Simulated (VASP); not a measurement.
# Ta3Si3N (P-3m1) in VASP: notebook

One crystal, Ta3Si3N, is run at these levels: PBE; tasks: relaxation of cell and atoms.

Everything below comes from runs of VASP 6.6.1. Logs are shortened: lines on timing, memory, paths and dates and some standing lists are left out, and cuts for length are marked.

## Step 1: Starting point

It takes space group P-3m1 (No. 164, trigonal). The conventional cell has a = 5.273 Å, b = 5.273 Å, c = 5.058 Å, α = 90.00°, β = 90.00°, γ = 120.00°. Around Ta (site symmetry 3m) lie 3 Si at 2.20 Å. Ta (site symmetry -3m) is surrounded by 2 N at 2.53 Å. Si (site symmetry 2/m) has 2 Ta at 2.20 Å as nearest neighbours. N (site symmetry -3m) is surrounded by 2 Ta at 2.53 Å and 6 Si at 2.64 Å.

The cell was built by a generator and needn't be a form met in nature.

## Step 2: Relaxation of cell and atoms, PBE

File INCAR:

```
PREC     = Normal         # precision mode
ENCUT    = 520            # plane-wave cutoff, eV
EDIFF    = 1E-4           # SCF threshold, eV
ISMEAR   = 0              # smearing method
SIGMA    = 0.15           # smearing width, eV
LREAL    = False          # projectors in reciprocal space
LASPH    = True           # aspherical terms in the spheres
NELM     = 60             # most SCF steps
ALGO     = Fast           # electronic algorithm
ISIF     = 3              # what is computed and relaxed
LWAVE    = False          # write WAVECAR
LCHARG   = False          # write CHGCAR
GGA      = PE             # functional
IBRION   = 2              # ionic algorithm
NSW      = 24             # ionic steps
EDIFFG   = -0.08          # ionic threshold
```

File KPOINTS:

```
Automatic mesh
0
Gamma
  3 3 3
```

File POSCAR:

```
Ta3Si3N
1.0
    5.2734504200      0.0000000000      0.0000000000
   -2.6367252100      4.5669420300      0.0000000000
    0.0000000000      0.0000000000      5.0582923200
Ta Si N
3 3 1
Direct
    0.3333333300      0.6666666700      0.8127086200
    0.6666666700      0.3333333300      0.1872913800
    0.0000000000      0.0000000000      0.0000000000
    0.5000000000      0.0000000000      0.5000000000
    0.0000000000      0.5000000000      0.5000000000
    0.5000000000      0.5000000000      0.5000000000
    0.0000000000      0.0000000000      0.5000000000
```

Potentials or basis: VASP PAW PBE potentials, release 64 (Ta_pv, Si, N).

Started as:

```
> cat potpaw_PBE.64/Ta_pv/POTCAR potpaw_PBE.64/Si/POTCAR potpaw_PBE.64/N/POTCAR > POTCAR
> mpirun -np 1 vasp_std > vasp.out
```

OUTCAR:

```text
PREC = Normal
   ENCUT = 520
   EDIFF = 1E-4
   ISMEAR = 0
   LREAL = False
   LASPH = True
   NELM = 60
   ISIF = 3
   GGA = PE
   IBRION = 2
   NSW = 24
   EDIFFG = -0.08

 ion  position               nearest neighbor table
   1  0.333  0.667  0.813-   5 2.20   4 2.20   6 2.20   3 3.19   3 3.19   3 3.19   2 3.59   2 3.59
                             2 3.59
   2  0.667  0.333  0.187-   5 2.20   4 2.20   6 2.20   3 3.19   3 3.19   3 3.19   1 3.59   1 3.59
                             1 3.59
   3  0.000  0.000  0.000-   7 2.53   7 2.53   1 3.19   2 3.19   2 3.19   1 3.19   2 3.19   1 3.19

   4  0.500  0.000  0.500-   1 2.20   2 2.20   5 2.64   6 2.64   6 2.64   5 2.64
   5  0.000  0.500  0.500-   1 2.20   2 2.20   6 2.64   6 2.64   4 2.64   4 2.64
   6  0.500  0.500  0.500-   1 2.20   2 2.20   5 2.64   5 2.64   4 2.64   4 2.64
   7  0.000  0.000  0.500-   3 2.53   3 2.53

  LATTYP: Found a hexagonal cell.
 ALAT       =     5.2734504200
 C/A-ratio  =     0.9591997491

  Lattice vectors:

 A1 = (   5.2734504200,   0.0000000000,   0.0000000000)
 A2 = (  -2.6367252100,   4.5669420300,   0.0000000000)
 A3 = (   0.0000000000,   0.0000000000,   5.0582923200)

Analysis of symmetry for initial positions (statically):
=====================================================================
 Subroutine PRICEL returns:
 Original cell was already a primitive cell.

 Routine SETGRP: Setting up the symmetry group for a
 hexagonal supercell.

 Subroutine GETGRP returns: Found 12 space group operations
 (whereof 12 operations were pure point group operations)
 out of a pool of 24 trial point group operations.

The static configuration has the point symmetry D_3d.

Analysis of symmetry for dynamics (positions and initial velocities):
=====================================================================
 Subroutine PRICEL returns:
 Original cell was already a primitive cell.

 Routine SETGRP: Setting up the symmetry group for a
 hexagonal supercell.

 Subroutine GETGRP returns: Found 12 space group operations
 (whereof 12 operations were pure point group operations)
 out of a pool of 24 trial point group operations.

The dynamic configuration has the point symmetry D_3d.

 Subroutine INISYM returns: Found 12 space group operations
 (whereof 12 operations are pure point group operations),
 and found     1 'primitive' translations

----------------------------------------------------------------------------------------

                                     Primitive cell

  volume of cell :     121.8216

[... 87 lines left out ...]
   ISYM   =      2    0-nonsym 1-usesym 2-fastsym
   POTIM  = 0.5000    time-step for ionic-motion
   TEBEG  =    0.0;   TEEND  =   0.0 temperature during run
   PSTRESS=    0.0 pullay stress
   NELECT =      50.0000    total number of electrons
   NUPDOWN=      -1.0000    fix difference up-down
   EMIN   =  10.00;   EMAX   =-10.00  energy-range for DOS
   EFERMI =   0.00;   METHOD = LEGACY
   ISMEAR =     0;   SIGMA  =   0.15  broadening in eV -4-tet -1-fermi 0-gaus
   EFERMI_NEDOS =   21; number of points for ismear=-14 and -15
   IALGO  =     68    algorithm
   IMIX   =      4    mixing-type and parameters
     AMIX     =   0.40;   BMIX     =  1.00
     AMIX_MAG =   1.60;   BMIX_MAG =  1.00
  volume/ion in A,a.u.               =      17.40       117.44
  Fermi-wavevector in a.u.,A,eV,Ry     =   1.216625  2.299088 20.139022  1.480176
  Thomas-Fermi vector in A             =   2.351973
   LORBIT       =      0    0 simple, 1 ext, 2 COOP (PROOUT), +10 PAW based schemes
   GGA     = PE    functional components
   LHFCALC =     F    Hartree Fock is set to
   AEXX    =    0.0000 exact exchange contribution
   IVDW    =     0    specifies the selected vdW correction
   LEPSILON=     F    determine dielectric tensor
   LRPA    =     F    only Hartree local field effects (RPA)
 conjugate gradient relaxation of ions
 non-spin polarized calculation
 RMM-DIIS sequential band-by-band and
 Gauss-broadening in eV      SIGMA  =   0.15
  energy-cutoff  :      520.00
  volume of cell :      121.82
 maximum number of plane-waves:      3292
   NGX = 19   NGY = 19   NGZ = 19

--------------------------------------- Ionic step        1  -------------------------------------------

 number of electron      50.0000008 magnetization

 Free energy of the ion-electron system (eV)
  ---------------------------------------------------
  ext. energy  EPLUGINS =         0.00000000
  ---------------------------------------------------
  free energy    TOTEN  =       -50.04289051 eV

  energy without entropy =      -49.97580838  energy(sigma->0) =      -50.00934945

------------------------ aborting loop because EDIFF is reached ----------------------------------------

  FORCE on cell =-STRESS in cart. coord.  units (eV):
  Direction    XX          YY          ZZ          XY          YZ          ZX
  --------------------------------------------------------------------------------------
  -------------------------------------------------------------------------------------
  Total        8.4400359      8.4400359     15.6726861      0.0000000      0.0000000      0.0000000
  in kB      111.0019450    111.0019450    206.1245533      0.0000000      0.0000000      0.0000000
  external PRESSURE =     142.7094811 kB  Pullay stress =       0.0000000 kB
[... 104 lines left out ...]
  FREE ENERGIE OF THE ION-ELECTRON SYSTEM (eV)
  ---------------------------------------------------
  free  energy   TOTEN  =       -53.7958379770 eV

  energy  without entropy=      -53.7381946469  energy(sigma->0) =      -53.76701631

[... ionic steps 4 to 13 ...]

--------------------------------------- Ionic step       14  -------------------------------------------

 number of electron      49.9999966 magnetization

------------------------ aborting loop because EDIFF is reached ----------------------------------------
[... 77 lines left out ...]
--------------------------------------- Ionic step       16  -------------------------------------------

 number of electron      49.9999974 magnetization

 Free energy of the ion-electron system (eV)
  ---------------------------------------------------
  ext. energy  EPLUGINS =         0.00000000
  ---------------------------------------------------
  free energy    TOTEN  =       -59.80986446 eV

  energy without entropy =      -59.75873785  energy(sigma->0) =      -59.78430115

 E-fermi :   7.5266     XC(G=0): -11.8770

 val. band max:        7.3131801721   @ k =   0.3333  -0.0000   0.3333
 cond. band min:       7.5416280888   @ k =   0.0000   0.0000   0.0000
 fundamental gap:      0.2284479168
 Fermi energy:         7.5266110555

 k-point     1 :       0.0000    0.0000    0.0000
  band No.  band energies     occupation
      1     -27.4712      2.00000
      2     -27.4712      2.00000
      3     -27.4033      2.00000
      4     -26.8383      2.00000
      5     -26.8220      2.00000
      6     -26.8220      2.00000
[... 254 lines left out ...]
  FREE ENERGIE OF THE ION-ELECTRON SYSTEM (eV)
  ---------------------------------------------------
  free  energy   TOTEN  =       -59.8098644583 eV

  energy  without entropy=      -59.7587378512  energy(sigma->0) =      -59.78430115

 reached required accuracy - stopping structural energy minimisation
```

It took 2 min on 1 thread of Intel Xeon 6975P-C (Granite Rapids), shared host; peak memory 0.19 GiB.

Results:

```yaml
Free_energy: -59.8099 eV
Relaxed_volume: 15.16 Å³/atom
Relaxed_cell: a = 5.481 Å, b = 5.481 Å, c = 4.079 Å, α = 90.00°, β = 90.00°, γ = 120.00°
Space_group_after_relaxing_to_0.05_Å: P6/mmm (No. 191)
Energy_gained_by_relaxing: 1395.3 meV/atom
Ionic_steps: 16
Pressure_after_relaxing: -0.2 GPa
Band_gap_on_the_k_mesh: none (metal or under the smearing width)
```

Step by step:
```csv
step,energy change (eV),largest force (eV/Å),pressure (GPa),volume (Å³)
1,0.0000,13.5564,14.27,121.82
2,-0.7509,0.6991,-27.88,151.14
3,-3.7529,1.4456,-17.92,133.88
4,-3.7985,1.8920,-16.46,132.86
5,-6.9555,2.5104,-2.93,108.65
6,-7.5855,2.7929,16.55,95.82
7,-8.7332,0.1936,21.22,93.36
8,-8.7306,0.6555,23.97,92.88
9,-9.5714,1.1627,-3.62,107.25
10,-9.5916,1.0916,-0.43,105.03
11,-9.7095,0.8558,0.60,105.18
12,-9.7415,0.5944,1.60,105.27
13,-9.7420,0.5745,1.76,105.28
14,-9.7625,0.1165,-1.24,106.87
15,-9.7628,0.1870,-0.94,106.67
16,-9.7670,0.0004,-0.22,106.12
```

Final structure:
```xyz
7
Lattice="5.4811 0.0000 0.0000 -2.7405 4.7468 0.0000 0.0000 0.0000 4.0788" Properties=species:S:1:pos:R:3 pbc="T T T"
Ta    0.0000    3.1645    0.0011
Ta    2.7405    1.5823    4.0777
Ta   -2.7405    4.7468    4.0788
Si    2.7405    0.0000    2.0394
Si   -1.3703    2.3734    2.0394
Si    1.3703    2.3734    2.0394
N     0.0000    0.0000    2.0394
```

Levels at points of the mesh, in eV from the Fermi level:
| k point | band 22 | band 23 | band 24 | band 25 | band 26 | band 27 | band 28 | band 29 |
| --- | --- | --- | --- | --- | --- | --- | --- | --- |
| (0.00, 0.00, 0.00) | -1.01 | -0.42 | 0.01 | 0.01 | 0.09 | 0.09 | 1.20 | 1.20 |

Caveat: the k mesh is coarse (spacing up to 0.46 Å⁻¹), so the values aren't converged; the relaxation stopped at a loose force limit of 0.08 eV/Å, so its end isn't a converged minimum.

## Step 3: Relaxation of cell and atoms, PBE

This run uses another cell than the first one, of 16.33 Å³/atom, 0.938 times its volume.

INCAR is that of step 2.

KPOINTS is that of step 2.

File POSCAR:

```
Ta3Si3N
1.0
    5.3232155100      0.0000000000      0.0000000000
   -2.6616077500      4.6100398600      0.0000000000
    0.0000000000      0.0000000000      4.6582035700
Ta Si N
3 3 1
Direct
    0.5000000000      0.0000000000      0.0360252500
    0.0000000000      0.5000000000      0.0360252500
    0.5000000000      0.5000000000      0.0360252500
    0.5000000000      0.0000000000      0.5313324300
    0.0000000000      0.5000000000      0.5313324300
    0.5000000000      0.5000000000      0.5313324300
    0.0000000000      0.0000000000      0.2265374100
```

Potentials or basis: VASP PAW PBE potentials, release 64 (Ta_pv, Si, N).

Started as:

```
> cat potpaw_PBE.64/Ta_pv/POTCAR potpaw_PBE.64/Si/POTCAR potpaw_PBE.64/N/POTCAR > POTCAR
> mpirun -np 1 vasp_std > vasp.out
```

It took 1.7 min on 1 thread of Intel Xeon 6975P-C (Granite Rapids), shared host; peak memory 0.17 GiB.

It converged, with:

```
Free energy                            : -54.2272 eV
Relaxed volume                         : 17.65 Å³/atom
Relaxed cell                           : a = 5.244 Å, b = 5.244 Å, c = 5.189 Å, α = 90.00°, β = 90.00°, γ = 120.00°
Space group after relaxing (to 0.05 Å) : P6/mmm (No. 191)
Energy gained by relaxing              : 456.9 meV/atom
Ionic steps                            : 17
Pressure after relaxing                : 0.0 GPa
Largest force after relaxing           : 0.078 eV/Å
Band gap on the k mesh                 : none (metal or under the smearing width)
```

Forces on the atoms (eV/Å):
```
Ta   0.000  0.000  0.000
Ta   0.000  0.000  0.000
Ta   0.000  0.000  0.000
Si   0.000  0.000 -0.026
Si   0.000  0.000 -0.026
Si   0.000  0.000 -0.026
N    0.000  0.000  0.078
```

Stress tensor (GPa, compression positive):
```
-0.02  0.00  0.00
 0.00 -0.02  0.00
 0.00  0.00 -0.10
```

Step by step:
```csv
step,energy change (eV),largest force (eV/Å),pressure (GPa),volume (Å³)
1,0.0000,1.9420,19.02,114.31
2,0.3432,2.3562,-12.52,146.73
3,-1.7884,2.1789,-2.27,127.69
4,-1.8030,2.1664,-1.34,126.76
5,-1.8051,2.1609,-0.82,126.24
6,-2.0343,1.9094,-0.42,125.64
7,-2.5860,2.1057,0.63,123.85
8,-2.6747,1.5274,5.98,120.22
9,-2.9389,1.1189,2.25,122.20
10,-3.1212,0.6412,-0.32,124.08
11,-3.1661,0.3110,-1.97,125.55
12,-3.1948,0.1380,0.30,123.30
13,-3.1948,0.1399,0.28,123.28
14,-3.1976,0.1042,0.12,123.51
15,-3.1979,0.1039,-0.02,123.62
16,-3.1980,0.1082,-0.06,123.63
17,-3.1984,0.0784,-0.04,123.57
```

Final structure:
```
Ta Si N
1.0
     5.24375    0.00000    0.00000
    -2.62187    4.54122    0.00000
     0.00000    0.00000    5.18936
Ta Si N
3 3 1
Cartesian
  2.6219 0.0000 0.3202
  -1.3109 2.2706 0.3202
  1.3109 2.2706 0.3202
  0.0000 4.5412 2.9153
  3.9328 2.2706 2.9153
  1.3109 2.2706 2.9153
  0.0000 0.0000 0.3019
```

Levels at points of the mesh, in eV from the Fermi level:
```csv
k point,band 22,band 23,band 24,band 25,band 26,band 27,band 28,band 29
"(0.00, 0.00, 0.00)",-1.17,-1.17,-1.05,-1.05,-0.52,0.61,1.17,1.76
```

Caveat: the k mesh is coarse (spacing up to 0.45 Å⁻¹), so the values aren't converged; the relaxation stopped at a loose force limit of 0.08 eV/Å, so its end isn't a converged minimum. Spin-orbit coupling is left out, which matters for the levels of Ta.

## Step 4: Relaxation of cell and atoms, PBE

This run uses another cell than the first one, of 15.55 Å³/atom, 0.893 times its volume.

INCAR is that of step 3.

KPOINTS is that of step 3.

File POSCAR:

```
Ta3Si3N
1.0
   -2.9498942400      2.9895125500      3.0847782400
    2.9498942400     -2.9895125500      3.0847782400
    2.9498942400      2.9895125500     -3.0847782400
Ta Si N
3 3 1
Direct
    0.2589315300      0.7589315300      0.5000000000
    0.7410684700      0.2410684700      0.5000000000
    0.5000000000      0.5000000000      0.0000000000
    0.0000000000      0.1656206800      0.1656206800
    0.0000000000      0.8343793200      0.8343793200
    0.0000000000      0.5000000000      0.5000000000
    0.5000000000      0.0000000000      0.5000000000
```

Started as:

```
> cat potpaw_PBE.64/Ta_pv/POTCAR potpaw_PBE.64/Si/POTCAR potpaw_PBE.64/N/POTCAR > POTCAR
> mpirun -np 1 vasp_std > vasp.out
```

Run time: 3.1 min. Hardware: 1 thread of Intel Xeon 6975P-C (Granite Rapids), shared host; peak memory 0.18 GiB.

The run converged. Its results:

```
Free energy                            : -51.6595 eV
Relaxed volume                         : 18.77 Å³/atom
Relaxed cell                           : a = 5.922 Å, b = 5.922 Å, c = 5.922 Å, α = 113.38°, β = 134.14°, γ = 84.65°
Space group after relaxing (to 0.05 Å) : Immm (No. 71)
Energy gained by relaxing              : 4768.7 meV/atom
Ionic steps                            : 15
Pressure after relaxing                : 0.1 GPa
Largest force after relaxing           : 0.052 eV/Å
Band gap on the k mesh                 : none (metal or under the smearing width)
```

Forces on the atoms (eV/Å):
```
Ta   0.000  0.000 -0.052
Ta   0.000  0.000  0.052
Ta   0.000  0.000  0.000
Si   0.025  0.000  0.000
Si  -0.025  0.000  0.000
Si   0.000  0.000  0.000
N    0.000  0.000  0.000
```

Stress tensor (GPa, compression positive):
```
 0.00  0.00  0.00
 0.00  0.31  0.00
 0.00  0.00 -0.01
```

Step by step:
```
step  energy change (eV)  largest force (eV/Å)  pressure (GPa)  volume (Å³)
   1              0.0000                9.6469          111.82       108.82
   2             -2.7712                1.5966          -18.40       296.26
   3            -27.4423                2.3371          -10.36       185.17
   4            -28.3385                3.4528           -9.00       180.21
   5            -28.5699                7.1371           -3.35       169.62
   6            -28.5752                6.0073           -5.14       172.60
   7            -30.7540                1.6465          -16.35       159.50
   8            -30.7408                1.5217          -16.07       160.32
   9            -32.7661                1.0040           -9.24       140.56
  10            -33.0794                1.1021           -3.79       132.65
  11            -33.0865                1.1545           -2.40       131.10
  12            -33.3535                0.3177           -0.89       131.25
  13            -33.3797                0.1184            0.04       131.27
  14            -33.3797                0.1445            0.19       131.27
  15            -33.3806                0.0520            0.10       131.42
```

Final structure:
```
CELL_PARAMETERS angstrom
-3.25222 2.30733 4.37836
3.25222 -2.30733 4.37836
3.25222 2.30733 -4.37836
ATOMIC_POSITIONS crystal
Ta 0.28013 0.78013 0.50000
Ta 0.71987 0.21987 0.50000
Ta 0.50000 0.50000 0.00000
Si 0.00000 0.16667 0.16667
Si 0.00000 0.83333 0.83333
Si 0.00000 0.50000 0.50000
N 0.50000 0.00000 0.50000
```

Levels at points of the mesh, in eV from the Fermi level:
```
           k point  band 23  band 24  band 25  band 26  band 27  band 28
(0.00, 0.00, 0.00)    -1.41    -1.37     0.33     0.55     1.16     1.18
```

Caveat: the k mesh is coarse (spacing up to 0.50 Å⁻¹), so the values aren't converged; the volume moved by over 15 % at a fixed basis, so the end points are rough; the relaxation stopped at a loose force limit of 0.08 eV/Å, so its end isn't a converged minimum. The run has no spin-orbit coupling, so splittings on Ta are missing.
